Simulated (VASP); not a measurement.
A convergence study with VASP on NaCl (rock salt): one setting is varied, all else stays as given below, so the limit is that of these other settings.

```xyz
2
Lattice="0.0000 2.8200 2.8200 2.8200 0.0000 2.8200 2.8200 2.8200 0.0000" Properties=species:S:1:pos:R:3 pbc="T T T"
Na     0.0000     0.0000     0.0000
Cl     2.8200     2.8200     2.8200
```

Level of theory: PBE GGA, VASP's PBE PAW potentials (set 64) (plane waves; VASP). The tightest run used: 550 eV cut-off, 17×17×17 Γ-centred mesh, Gaussian smearing of 0.050 eV, potentials Na_pv Cl.

| setting | E (eV/atom) | pressure (GPa) | irreducible k-points |
|---|---|---|---|
| 1×1×1 mesh | -1.0744 | 25.02 | 1 |
| 2×2×2 mesh | -3.2590 | 2.72 | 3 |
| 3×3×3 mesh | -3.3783 | 0.93 | 4 |

Q: These are the cheaper rows. Estimate the results at 17×17×17 mesh, and how far the last row shown lies from them.

A: 
| quantity | tightest run | last row shown is off by |
|---|---|---|
| E (eV/atom) | -3.3874 | 0.0091 |
| pressure (GPa) | 0.74 | 0.19 |

Left out are rungs that failed or repeat a setting and relaxations that didn't move; long series are thinned to 24 rows.

The compound is NaCl in the rock salt structure. The cell was not relaxed at this level.
